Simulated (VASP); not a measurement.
# GW-BSE spectrum of CaO (Lime), part 2 of 3

Wanted: the lowest vertical excitons of CaO (Lime) and its absorption. The cell is of the rock-salt type, one of the forms listed for this formula. The start is a cell from a database of measured crystal structures.

VASP 6.6.1, plane waves and PAW; the level of theory is named at each step.

So far. Step 2 (Ground state): The cell has a gap of 3.65 eV on mesh and path. Step 3 (Empty bands): WAVECAR now holds 64 bands for 16 electrons. Its independent-particle dielectric tensor has xx, yy, zz = 3.9, 3.9, 3.9 on this mesh, which isn't tested for convergence in mesh or bands and lacks local fields.

## 4. G0W0

This step: G0W0 on PBE; plane waves and PAW (Ca_sv_GW, O_GW) (VASP 6.6.1).

One pass of GW corrects the levels to first order, with G and W from the starting orbitals. LWAVE keeps the quasiparticle levels in WAVECAR, and the W files hold the screened interaction for the next step.

Contents of INCAR:

```
SYSTEM = CaO
PREC = Accurate
ENCUT = 440
ISMEAR = 0
SIGMA = 0.01
LREAL = .FALSE.
GGA = PE
NBANDS = 64
ALGO = EVGW0
NELMGW = 1
ENCUTGW = 100
NOMEGA = 48
PRECFOCK = Fast
NBANDSGW = 16
LWAVE = .TRUE.
LCHARG = .FALSE.
```

Contents of POSCAR:

```
CaO
1.0
    0.0000000000      2.4065000000      2.4065000000
    2.4065000000      0.0000000000      2.4065000000
    2.4065000000      2.4065000000      0.0000000000
Ca O
1 1
Direct
    0.0000000000      0.0000000000      0.0000000000
    0.5000000000      0.5000000000      0.5000000000
```

Contents of KPOINTS:

```
Automatic mesh
0
Gamma
6 6 6
0 0 0
```

Potentials, in the order of the species: Ca_sv_GW and O_GW (PBE family, release 64).

Run with:

```console
> mpirun -np 8 vasp_std
```

The log of the run:

```text
[banner, memory and clock lines left out]
running    8 mpi-ranks, on    1 nodes
 distrk:  each k-point on    8 cores,    1 groups
 distr:  one band on    1 cores,    8 groups

 POSCAR found type information on POSCAR CaO
 POSCAR found :  2 types and       2 ions
 [... a notice as in an earlier step ...]

|                                                                             |
|           W    W    AA    RRRRR   N    N  II  N    N   GGGG   !!!           |
|           W    W   A  A   R    R  NN   N  II  NN   N  G    G  !!!           |
|           W    W  A    A  R    R  N N  N  II  N N  N  G       !!!           |
|           W WW W  AAAAAA  RRRRR   N  N N  II  N  N N  G  GGG   !            |
|           WW  WW  A    A  R   R   N   NN  II  N   NN  G    G                |
|           W    W  A    A  R    R  N    N  II  N    N   GGGG   !!!           |
|                                                                             |
|     The default for ENCUTGWSOFT is different in this version of VASP.       |
|     please manually set ENCUTGWSOFT =100 in the INCAR file.                 |
|                                                                             |

 LDA part: xc-table for (Slater+PW92), standard interpolation
 found WAVECAR, reading the header
 POSCAR, INCAR and KPOINTS ok, starting setup
 FFT: planning ... GRIDC
 FFT: planning ... GRID_SOFT
 FFT: planning ... GRID
 reading WAVECAR
 the WAVECAR file was read successfully
 initial charge from wavefunction
 available memory per node:     99.07 GB, setting MAXMEM to    101445

 The Fermi energy was updated, please check that it is located mid-gap
 values below the HOMO (VB) or above the LUMO (CB) will cause erroneous energies
 E-fermi :   6.4160

 calculate exact exchange contribution
 the WAVEDER file was read successfully
energies w=
    0.000    0.000    1.314    0.000    2.623    0.000    3.921    0.000
    5.205    0.000    6.471    0.000    7.716    0.000    8.939    0.000
   10.139    0.000   11.317    0.000   12.474    0.000   13.613    0.000
   14.735    0.000   15.843    0.000   16.942    0.000   18.034    0.000
   19.123    0.000   20.215    0.000   21.313    0.000   22.424    0.000
   23.551    0.000   24.701    0.000   25.881    0.000   27.098    0.000
   28.361    0.000   29.679    0.000   31.062    0.000   32.524    0.000
   34.080    0.000   35.748    0.000   37.549    0.000   39.509    0.000
   41.663    0.000   44.049    0.000   46.722    0.000   49.747    0.000
   53.215    0.000   57.242    0.000   61.991    0.000   67.690    0.000
   74.670    0.000   83.428    0.000   94.751    0.000  109.954    0.000
  131.422    0.000  163.960    0.000  218.932    0.000  331.232    0.000
 responsefunction array rank=      72
 LDA part: xc-table for (Slater+PW92), standard interpolation

 min. memory requirement per mpi rank    107.7 MB, per node    861.2 MB

 allocating   6 responsefunctions rank=    72
 shmem allocating  48 responsefunctions rank=    72
 response function shared by NCSHMEM nodes    1
 Doing            6  frequencies on each core in blocks of           48
NQ=   1    0.0000    0.0000    0.0000,
|.........|.........|.........|.........|.........|.........|.........|.........
 performed        226000 updates of chi_q(r,r)
 total number of BLAS operations          6.30 Gflops
NQ=   2    0.1667    0.0000    0.0000,
|.........|.........|.........|.........|.........|.........|.........|.........
 performed        640000 updates of chi_q(r,r)
 total number of BLAS operations         19.06 Gflops
NQ=   3    0.3333    0.0000    0.0000,
|.........|.........|.........|.........|.........|.........|.........|.........
 performed       1054000 updates of chi_q(r,r)
 total number of BLAS operations         32.65 Gflops
NQ=   4    0.5000    0.0000    0.0000,
|.........|.........|.........|.........|.........|.........|.........|.........
 performed       1366000 updates of chi_q(r,r)
 total number of BLAS operations         44.89 Gflops
NQ=   5    0.1667    0.1667    0.0000,
|.........|.........|.........|.........|.........|.........|.........|.........
 performed       1733000 updates of chi_q(r,r)
 total number of BLAS operations         55.48 Gflops
NQ=   6    0.3333    0.1667    0.0000,
|.........|.........|.........|.........|.........|.........|.........|.........
 performed       2319000 updates of chi_q(r,r)
 total number of BLAS operations         74.11 Gflops
NQ=   7    0.5000    0.1667    0.0000,
|.........|.........|.........|.........|.........|.........|.........|.........
 performed       2905000 updates of chi_q(r,r)
 total number of BLAS operations         93.94 Gflops
NQ=   8   -0.3333    0.1667    0.0000,
|.........|.........|.........|.........|.........|.........|.........|.........
 performed       3491000 updates of chi_q(r,r)
 total number of BLAS operations        113.16 Gflops
NQ=   9   -0.1667    0.1667    0.0000,
|.........|.........|.........|.........|.........|.........|.........|.........
 performed       3971000 updates of chi_q(r,r)
 total number of BLAS operations        128.41 Gflops
NQ=  10    0.3333    0.3333    0.0000,
|.........|.........|.........|.........|.........|.........|.........|.........
 performed       4338000 updates of chi_q(r,r)
 total number of BLAS operations        139.00 Gflops
NQ=  11    0.5000    0.3333    0.0000,
|.........|.........|.........|.........|.........|.........|.........|.........
 performed       4924000 updates of chi_q(r,r)
 total number of BLAS operations        156.47 Gflops
NQ=  12   -0.3333    0.3333    0.0000,
|.........|.........|.........|.........|.........|.........|.........|.........
 performed       5404000 updates of chi_q(r,r)
 total number of BLAS operations        171.72 Gflops
NQ=  13    0.5000    0.5000    0.0000,
|.........|.........|.........|.........|.........|.........|.........|.........
 performed       5691000 updates of chi_q(r,r)
 total number of BLAS operations        181.15 Gflops
NQ=  14    0.5000    0.3333    0.1667,
|.........|.........|.........|.........|.........|.........|.........|.........
 performed       6281000 updates of chi_q(r,r)
 total number of BLAS operations        201.12 Gflops
NQ=  15   -0.3333    0.3333    0.1667,
|.........|.........|.........|.........|.........|.........|.........|.........
 performed       6818000 updates of chi_q(r,r)
 total number of BLAS operations        217.65 Gflops
NQ=  16   -0.3333    0.5000    0.1667,
|.........|.........|.........|.........|.........|.........|.........|.........
 performed       7298000 updates of chi_q(r,r)
 total number of BLAS operations        232.42 Gflops
 resolving degeneracies of screened two electron integrals

 calculate QP shifts <psi_nk| G(iteration)W_0 |psi_nk>: iteration 1
 writing wavefunctions
 entering main loop
```

Run time: 47 s. Hardware: 8 MPI ranks of AMD EPYC 7R43, shared host; peak memory 1.1 GiB.

Parts of OUTCAR (step 4):

```text
The static configuration has the point symmetry O_h .

 Found     16 irreducible k-points:

   k-points           NKPTS =     16   k-points in BZ     NKDIM =    216   number of bands    NBANDS=     64

   NELECT =      16.0000    total number of electrons

 E-fermi :   6.4160

 QP shifts <psi_nk| G(iteration)W_0 |psi_nk>: iteration 1
 for sc-GW calculations column KS-energies equals QP-energies in previous step
 and V_xc(KS)=  KS-energies - (<T + V_ion + V_H > + <T+V_H+V_ion>^1  + <V_x>^1)
 k-point   1 :       0.0000    0.0000    0.0000
  band No.  KS-energies  QP-energies   sigma(KS)   V_xc(KS)     V^pw_x(r,r')   Z            occupation Imag(sigma)
    ...
      5     -10.9239     -12.6679     -21.8254     -19.2074     -30.6794       0.6661       2.0000       0.9887
      6       4.5894       3.8778     -20.0968     -19.1470     -24.4202       0.7492       2.0000       0.2121
      7       4.5894       3.8778     -20.0968     -19.1470     -24.4202       0.7492       2.0000       0.2121
      8       4.5894       3.8778     -20.0968     -19.1470     -24.4202       0.7492       2.0000       0.2121
      9       9.2866       9.9758      -9.9554     -10.7925      -6.2210       0.8233       0.0000      -0.1338
     10      10.8150      12.8970     -11.0232     -13.6182      -6.5734       0.8023       0.0000      -0.1823
     11      10.8150      12.8970     -11.0232     -13.6182      -6.5734       0.8023       0.0000      -0.1823
     12      10.8150      12.8970     -11.0232     -13.6182      -6.5734       0.8023       0.0000      -0.1823
    ...

 k-point   2 :       0.1667    0.0000    0.0000
  band No.  KS-energies  QP-energies   sigma(KS)   V_xc(KS)     V^pw_x(r,r')   Z            occupation Imag(sigma)
    ...
      5     -10.5718     -12.3554     -22.3221     -19.6938     -30.7450       0.6786       2.0000       0.9086
      6       3.7383       2.8708     -18.6400     -17.4819     -22.7466       0.7490       2.0000       0.2267
      7       4.2441       3.5047     -19.6277     -18.6425     -23.9047       0.7504       2.0000       0.2194
      8       4.2441       3.5047     -19.6277     -18.6425     -23.9047       0.7504       2.0000       0.2194
      9      10.3854      11.2639     -10.5920     -11.6674      -6.8366       0.8169       0.0000      -0.1455
     10      10.7912      12.7073     -11.4137     -13.8104      -7.1938       0.7995       0.0000      -0.1789
     11      11.2683      13.4410     -11.3202     -14.0470      -6.7886       0.7968       0.0000      -0.1947
     12      11.2683      13.4410     -11.3202     -14.0470      -6.7886       0.7968       0.0000      -0.1947
    ...

 k-point   3 :       0.3333    0.0000    0.0000
  band No.  KS-energies  QP-energies   sigma(KS)   V_xc(KS)     V^pw_x(r,r')   Z            occupation Imag(sigma)
    ...
      5     -10.0044     -11.8274     -22.9676     -20.3445     -30.9471       0.6950       2.0000       0.8185
      6       2.4912       1.4352     -17.2852     -15.8653     -21.4494       0.7438       2.0000       0.2796
      7       3.6603       2.8695     -19.0003     -17.9386     -23.2828       0.7449       2.0000       0.2379
      8       3.6603       2.8695     -19.0003     -17.9386     -23.2828       0.7449       2.0000       0.2379
      9      11.1150      12.9839     -11.6120     -13.9647      -7.4035       0.7943       0.0000      -0.1889
     10      12.2946      13.2633     -11.0141     -12.2273      -7.0723       0.7984       0.0000      -0.1878
     11      12.3104      14.7340     -12.1136     -15.2025      -7.3609       0.7846       0.0000      -0.2331
     12      12.3104      14.7340     -12.1136     -15.2025      -7.3609       0.7846       0.0000      -0.2331
    ...

[... 7 parts as in an earlier step ...]

[... 5 further parts left out ...]
```

This step gave:

```
quasiparticle gap on the mesh                 : 5.760 eV
smallest direct quasiparticle gap on the mesh : 6.098 eV
gap of the starting orbitals on the mesh      : 3.653 eV
```

GW takes the gap from 3.653 to 5.760 eV. The value holds for 64 bands, ENCUTGW = 100 eV and this mesh, and isn't shown to be converged in them.

## 5. BSE, Tamm-Dancoff

This step: BSE on G0W0 on PBE; plane waves and PAW (Ca_sv_GW, O_GW) (VASP 6.6.1).

The Bethe-Salpeter equation adds the screened attraction of electron and hole to the quasiparticle pairs; ANTIRES = 0 leaves out the coupling to antiresonant pairs.

Contents of INCAR:

```
SYSTEM = CaO
PREC = Accurate
ENCUT = 440
ISMEAR = 0
SIGMA = 0.01
LREAL = .FALSE.
GGA = PE
NBANDS = 64
ALGO = BSE
NBANDSO = 3
NBANDSV = 4
OMEGAMAX = 25
NEDOS = 1000
CSHIFT = 0.1
PRECFOCK = Fast
LWAVE = .FALSE.
LCHARG = .FALSE.
ENCUTGW = 100
ANTIRES = 0
```

POSCAR is that of step 4.

KPOINTS is that of step 4.

Run with:

```console
> mpirun -np 8 vasp_std
```

The log of the run:

```text
[banner, memory and clock lines left out]
running    8 mpi-ranks, on    1 nodes
 distrk:  each k-point on    8 cores,    1 groups
 distr:  one band on    1 cores,    8 groups

 POSCAR found type information on POSCAR CaO
 POSCAR found :  2 types and       2 ions
|                                                                             |
|           W    W    AA    RRRRR   N    N  II  N    N   GGGG   !!!           |
|           W    W   A  A   R    R  NN   N  II  NN   N  G    G  !!!           |
|           W    W  A    A  R    R  N N  N  II  N N  N  G       !!!           |
|           W WW W  AAAAAA  RRRRR   N  N N  II  N  N N  G  GGG   !            |
|           WW  WW  A    A  R   R   N   NN  II  N   NN  G    G                |
|           W    W  A    A  R    R  N    N  II  N    N   GGGG   !!!           |
|                                                                             |
|     For optimal performance we recommend to set                             |
|       NCORE = 2 up to number-of-cores-per-socket                            |
|     NCORE specifies how many cores store one orbital (NPAR=cpu/NCORE).      |
|     This setting can greatly improve the performance of VASP for DFT.       |
|     The default, NCORE=1 might be grossly inefficient on modern             |
|     multi-core architectures or massively parallel machines. Do your        |
|     Unfortunately you need to use the default for GW and RPA                |
|     calculations (for HF NCORE is supported but not extensively tested      |
|     yet).                                                                   |
|                                                                             |

|                                                                             |
|           W    W    AA    RRRRR   N    N  II  N    N   GGGG   !!!           |
|           W    W   A  A   R    R  NN   N  II  NN   N  G    G  !!!           |
|           W    W  A    A  R    R  N N  N  II  N N  N  G       !!!           |
|           W WW W  AAAAAA  RRRRR   N  N N  II  N  N N  G  GGG   !            |
|           WW  WW  A    A  R   R   N   NN  II  N   NN  G    G                |
|           W    W  A    A  R    R  N    N  II  N    N   GGGG   !!!           |
|                                                                             |
|     The default for ENCUTGWSOFT is different in this version of VASP.       |
|     please manually set ENCUTGWSOFT =100 in the INCAR file.                 |
|                                                                             |

 LDA part: xc-table for (Slater+PW92), standard interpolation
 found WAVECAR, reading the header
 POSCAR, INCAR and KPOINTS ok, starting setup
 FFT: planning ... GRIDC
 FFT: planning ... GRID_SOFT
 FFT: planning ... GRID
 reading WAVECAR
 the WAVECAR file was read successfully
 initial charge from wavefunction
 available memory per node:    100.84 GB, setting MAXMEM to    103264

 The Fermi energy was updated, please check that it is located mid-gap
 values below the HOMO (VB) or above the LUMO (CB) will cause erroneous energies
 E-fermi :   6.7578

 the WAVEDER file was read successfully
 responsefunction array rank=      72

 min. memory requirement per mpi rank     87.3 MB, per node    698.3 MB

 Doing            0  frequencies on each core in blocks of            0
 Found all WFULLXXXX.tmp files
 reading now WFULL0001.tmp
 reading now WFULL0002.tmp
 reading now WFULL0003.tmp
 reading now WFULL0004.tmp
 reading now WFULL0005.tmp
 reading now WFULL0006.tmp
 reading now WFULL0007.tmp
 reading now WFULL0008.tmp
 reading now WFULL0009.tmp
 reading now WFULL0010.tmp
 reading now WFULL0011.tmp
 reading now WFULL0012.tmp
 reading now WFULL0013.tmp
 reading now WFULL0014.tmp
 reading now WFULL0015.tmp
 reading now WFULL0016.tmp
 parallelization over k-points
 Using distributed matrix
 Using distributed eigensolver
 allocating two-electron 4 orbital integral table    3    4    3    4
 BSE setting up matrix
 available memory per node:    100.76 GB, setting MAXMEM to    103177
 Calculate matrix elements of the BSE Hamiltonian:
 Workload is divided into blocks of two-electron 4 orbital integrals computed in
  parallel.
 Each block/integral has dimensions  of (   3,   4,   3,   4) orbitals
 Total number of blocks/integrals:                23436
 Number of spins:                                     1
 Number of kpoints:                                 216
 Spin channel:                                        1
  Number of blocks of unoccupied bands:               1
  Number of blocks of occupied bands:                 1
 Number of rows/columns of blocks:                  216

                                                        Time (sec)
               Integrals                 Ranks       Real         CPU
  [         1 -       1728/     23436]     8         0.84        0.00
  [      1729 -       3456/     23436]     8         1.70        0.00
  [      3457 -       5184/     23436]     8         2.53        0.00
  [      5185 -       6912/     23436]     8         3.37        0.00
  [      6913 -       8640/     23436]     8         4.21        0.00
  [      8641 -      10368/     23436]     8         5.08        0.00
  [     10369 -      12096/     23436]     8         5.94        0.00
  [     12097 -      13824/     23436]     8         6.79        0.00
  [     13825 -      15552/     23436]     8         7.64        0.00
  [     15553 -      17280/     23436]     8         8.50        0.00
  [     17281 -      19008/     23436]     8         9.35        0.00
  [     19009 -      20736/     23436]     8        10.20        0.00
  [     20737 -      22464/     23436]     8        11.07        0.00
  [     22465 -      23328/     23436]     8        11.51        0.00
  [     23329 -      23436/     23436]     8        11.61        0.00

 BSE redistributing all elements
 BSE diagonalizing matrix PDSYEVX_ZHEEVX_DESC
 BSE calculating oscillator strength
```

Run time: 16 s. Hardware: 8 MPI ranks; peak memory 1.6 GiB.

Parts of OUTCAR (step 5):

```text
   NELECT =      16.0000    total number of electrons

 E-fermi :   6.7578

[... 8 parts as in an earlier step ...]

[... 2 further parts left out ...]
```

Numbers from this step:

```yaml
lowest_excitation: 5.434 eV
direct_gap_less_the_lowest_excitation: 0.6643 eV
```

The imaginary dielectric function, xx has structure finer than the step of the table below, so its rows give means over 1 eV, whole bins alone (the curve runs from 0 to 25 eV). Peaks (eV: height): 5.5: 5.66, 6.1: 5.33, 6.6: 10.1, 7.4: 3.45, 8.5: 6.56, 10.2: 3.45, 11.6: 4.66.

From 3 filled and 4 empty bands alone, without any pair above OMEGAMAX = 25 eV, so strength is missing wherever others contribute; lines are broadened by CSHIFT, which also makes the tail under the first line. Imaginary dielectric function, xx against photon energy; means over each step:

photon energy (eV), imaginary dielectric function, xx and a bar:
```
        1        0.0 
        2        0.0 
        3        0.0 
        4        0.1 
        5        1.1 #######
        6        3.1 ####################
        7        4.6 ##############################
        8        2.5 ################
        9        3.1 #####################
       10        1.8 ############
       11        2.0 #############
       12        2.2 ##############
       13        0.6 ####
       14        0.1 #
       15        0.0 
       16        0.0 
       17        0.0 
       18        0.0 
       19        0.0 
       20        0.0 
       21        0.0 
       22        0.0 
       23        0.0 
       24        0.0
```

Some of the lowest 40 states alone, with states under 2.5 meV apart joined, scaled to the strongest line shown. Lines of the exciton spectrum (strongest = 100):

```csv
position (eV),lines merged,oscillator strength
5.434,3,34
5.541,3,0.0
5.546,3,51
6.079,3,0.0
6.085,3,63
6.140,3,0.0
6.147,3,0.0
6.639,6,100
6.660,2,0.0
6.669,1,0.0
6.722,3,0.0
6.739,2,0.0
6.756,1,0.0
```

The lowest excitation lies at 5.434 eV, -664 meV against the direct gap of these orbitals. No second mesh in this session tests these energies, peaks and heights.

(Continued in part 3 of 3.)

[Lines on the potential files, build, host, timing and source positions are cut from VASP's logs without a mark.]

[Logs are printed without paths, hosts, clocks, repeated set-up lines and the standing remarks that a program may print on its own settings, such as how far it seeks lower states.]

[Hosts, paths, dates, database ids (printed as entryN), source tags and the programs' standing remarks are cut or masked in the printed files.]

[Pressures printed for these runs are not shown converged in the cutoff: they can be off by several GPa and have the wrong sign.]
